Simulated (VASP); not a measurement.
Here is the system:

```xyz
4
Lattice="-1.8135 1.8135 3.7275 1.8135 -1.8135 3.7275 1.8135 1.8135 -3.7275" Properties=species:S:1:pos:R:3 pbc="T T T"
Ni     0.0000     1.8135     1.8638
Ni     1.8135     0.0000     1.8638
Ni     0.0000     0.0000     3.7275
Ta     0.0000     0.0000     0.0000
```
Starting moments (μB, in the order of the record's atoms Ni Ni Ni Ta): 2.0 2.0 2.0 0.0.

Computed with PBEsol GGA, VASP's PBE PAW potentials (set 64) (plane waves; VASP). Settings: 300 eV cut-off, 7×7×7 Γ-centred mesh, Gaussian smearing of 0.050 eV, potentials Ni Ta_pv.

At this cut-off the stress carries a Pulay error, which pulls relaxed volumes low.

**Question.** Give the stress tensor in GPa (positive for a compressed cell).

**Answer.** 
```
-7.32   0.00   0.00
 0.00  -7.32   0.00
 0.00   0.00  -6.69
```
The pressure is its mean diagonal, -7.11 GPa.

The structure comes from a measured TaNi3 entry of the Crystallography Open Database, whose conditions weren't checked. The cell was not relaxed at this level. The k-mesh is coarse (spacing up to 0.35 per Å, 2π included), so the numbers may not be converged in it.
